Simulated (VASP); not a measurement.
The input files of a VASP run:

INCAR:
```
# general
SYSTEM  = NiAl
PREC    = Accurate
ENCUT   = 480   # plane-wave cut-off (eV)
LREAL   = .False.   # projection in real space or not
LASPH   = .True.

# electronic loop
EDIFF   = 1E-6
NELM    = 100
ALGO    = Normal   # blocked Davidson
LMAXMIX = 4
LMIXTAU = .True.

# smearing
ISMEAR  = 1   # Methfessel-Paxton
SIGMA   = 0.1   # width (eV)

# functional
METAGGA = R2SCAN

# ions
IBRION  = 2   # conjugate gradients
NSW     = 60   # most ionic steps
ISIF    = 3
EDIFFG  = -0.01   # ionic stop

# output
LWAVE   = .False.
LCHARG  = .False.
```

File POSCAR:
```
NiAl
1.0
  2.8633882357   0.0000000000   0.0000000000
  0.0000000000   2.8633882357   0.0000000000
  0.0000000000   0.0000000000   2.8633882357
Al Ni
1 1
Cart
  1.4316941179   1.4316941179   1.4316941179
  0.0000000000   0.0000000000   0.0000000000
```

### KPOINTS
```
Automatic mesh
0
Gamma
11 11 11
0 0 0
```

POTCAR, in this order: Al Ni (PBE.64 set). Program: vasp_std.

Question: Translate this r2SCAN calculation to Ansatz.

Answer: One equivalent input (not run):
Ansatz 0.2 input:
```yaml
crystal:
  lattice:
    - [2.8633882, 0.0000000, 0.0000000]
    - [0.0000000, 2.8633882, 0.0000000]
    - [0.0000000, 0.0000000, 2.8633882]
  atoms:
    - { symbol: Al, position: [0.5000000, 0.5000000, 0.5000000] }
    - { symbol: Ni, position: [0.0000000, 0.0000000, 0.0000000] }
kpoints:
  mp_grid: { grid: [11, 11, 11] }
hamiltonian:
  xc: r2scan
  pseudopotentials: { kind: paw }
scf:
  occupations: { method: methfessel_paxton, width: 0.1 }
  max_iter: 100
relax:
  max_steps: 60
  f_tol: 0.01
  cell: {}
output: { forces: true, stress: true, eigenvalues: true }
```
Limits of the translation: each code has its own PAW files, so the cut-off isn't converted (ENCUT is set for VASP's; basis.ecutwfc is left out, and Ansatz then takes the one that its files recommend); Ansatz stops its SCF on the density residual and VASP on the energy change (EDIFF).

The compound is NiAl in the CsCl type structure. It was relaxed first. The start is the result of an earlier pass.
